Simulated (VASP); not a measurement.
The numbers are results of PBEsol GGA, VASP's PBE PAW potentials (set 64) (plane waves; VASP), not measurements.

VASP input:

**INCAR**
```
! general
SYSTEM  = NiAl
PREC    = Accurate
ENCUT   = 500   ! plane-wave cut-off (eV)
LREAL   = F   ! projection in real space or not
LASPH   = T

! electronic loop
EDIFF   = 1E-6   ! SCF stop (eV)
NELM    = 100   ! most electronic steps
ALGO    = Normal   ! blocked Davidson
LMAXMIX = 4   ! l cut-off of mixed one-centre charges

! smearing
ISMEAR  = 1   ! Methfessel-Paxton
SIGMA   = 0.1   ! width (eV)

! functional
GGA     = PS   ! PBEsol

! ions
IBRION  = 2   ! conjugate gradients
NSW     = 40   ! most ionic steps
ISIF    = 3
EDIFFG  = -0.02
PSTRESS = 300   ! kbar

! output
LWAVE   = F
LCHARG  = F
```

File KPOINTS:
```
Automatic mesh
0
Gamma
13 13 13
0 0 0
```

### POSCAR
```
NiAl
1
    2.7745768688     0.0000000000     0.0000000000
    0.0000000000     2.7745768688     0.0000000000
    0.0000000000     0.0000000000     2.7745768688
Al Ni
1 1
Direct
  0.5000000000   0.5000000000   0.5000000000
  0.0000000000   0.0000000000   0.0000000000
```

POTCAR, in this order: Al Ni (PBE.64 set). Program: vasp_std.

Energy and stress use the plane-wave basis of the starting cell.

Q: Estimate the energy per atom (σ→0), volume per atom, band gap (on the k-mesh).

A: 
```json
{
  "energy per atom (σ→0)": "-547.8 kJ/mol of atoms",
  "band gap (on the k-mesh)": "none (metal, semimetal or under 0.01 eV)",
  "volume_per_atom": "10.30 Å³/atom"
}
```

OSZICAR:
```
...
DAV:   2    -0.124639878268E+02   -0.21239E+00   -0.22365E+01  1884   0.893E+01    0.820E+00
DAV:   3    -0.113916295563E+02    0.10724E+01   -0.82429E+00  1898   0.524E+01    0.195E+00
DAV:   4    -0.113634681386E+02    0.28161E-01   -0.72119E-02  2052   0.437E+00    0.941E-01
DAV:   5    -0.113544235503E+02    0.90446E-02   -0.15629E-02  2508   0.160E+00    0.123E-01
DAV:   6    -0.113544716511E+02   -0.48101E-04   -0.36789E-04  1924   0.205E-01    0.504E-02
DAV:   7    -0.113544809975E+02   -0.93464E-05   -0.57220E-06  1842   0.291E-02    0.713E-03
DAV:   8    -0.113544807368E+02    0.26080E-06   -0.13850E-06   914   0.198E-02
   3 F= -.74978653E+01 E0= -.74978157E+01  d E =-.254265E-01
```

The compound is NiAl in the CsCl type structure. This run relaxes it under an external pressure of 30 GPa. Symmetry was kept, so distortions that lower it aren't found. The run is not spin-polarised, so no magnetic state was tried. The electron count is odd and the run is not spin-polarised, which forces a metal.
